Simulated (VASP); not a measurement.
Consider the following.

```yaml
crystal:
  lattice:
    - [3.56409, 0.00000, 0.00000]
    - [0.00000, 3.56409, 0.00000]
    - [0.00000, 0.00000, 3.56409]
  atoms:
    - { symbol: Al, position: [0.00000, 0.00000, 0.00000] }
    - { symbol: Ni, position: [0.00000, 0.50000, 0.50000] }
    - { symbol: Ni, position: [0.50000, 0.00000, 0.50000] }
    - { symbol: Ni, position: [0.50000, 0.50000, 0.00000] }
```

All values below come from PBE GGA with spin-orbit coupling, VASP's PBE PAW potentials (set 64) (plane waves; VASP). Settings: 400 eV cut-off, 8×8×8 Γ-centred mesh, Gaussian smearing of 0.050 eV, potentials Al Ni. Starting moments (MAGMOM): 0 0 -0.0 0 0 0.3 0 0 0.3 0 0 0.3.

Task: Give the energies of bands 25 to 38 at the high-symmetry points, in eV from the Fermi level.

Result: 
| band | Γ | X | M | R |
|---|---|---|---|---|
| 25 | -0.27 | -1.15 | -1.15 | -1.14 |
| 26 | -0.13 | -1.04 | -1.14 | -1.14 |
| 27 | -0.10 | -1.00 | -1.11 | -1.06 |
| 28 | -0.07 | -0.90 | -1.06 | -1.05 |
| 29 | 0.02 | -0.90 | -0.98 | -0.87 |
| 30 | 0.33 | -0.80 | -0.95 | -0.87 |
| 31 | 0.36 | -0.50 | -0.76 | -0.29 |
| 32 | 0.38 | -0.31 | -0.57 | -0.27 |
| 33 | 0.82 | -0.10 | -0.56 | -0.24 |
| 34 | 0.83 | 0.35 | -0.42 | -0.18 |
| 35 | 0.84 | 5.47 | 0.80 | -0.16 |
| 36 | 0.86 | 5.47 | 0.83 | 0.10 |
| 37 | 0.88 | 5.53 | 1.11 | 0.12 |
| 38 | 0.88 | 5.53 | 1.13 | 0.14 |

It has no gap at this level: it comes out as a metal or semimetal.

The compound is Ni3Al in the L1_2 structure. It was relaxed first.
